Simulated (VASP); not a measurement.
Given:

```xyz
1
Lattice="0.0000 1.7187 1.7187 1.7187 0.0000 1.7187 1.7187 1.7187 0.0000" Properties=species:S:1:pos:R:3 pbc="T T T"
Ni     0.0000     0.0000     0.0000
```
Starting moments (μB, in the order of the record's atoms Ni): 0.6.

Calculation: optB88-vdW, VASP's PBE PAW potentials (set 64) (plane waves; VASP). Settings: 520 eV cut-off, 18×18×18 Γ-centred mesh, first-order Methfessel-Paxton smearing of 0.10 eV, potentials Ni.

Problem. Give the stress tensor in GPa (positive for a compressed cell).

Solution. 
```
14.65   0.00   0.00
 0.00  14.65   0.00
 0.00   0.00  14.65
```
The pressure is its mean diagonal, 14.65 GPa.

The compound is Ni in the fcc structure. This cell is one point of a volume scan, at 0.94 of the reference volume.
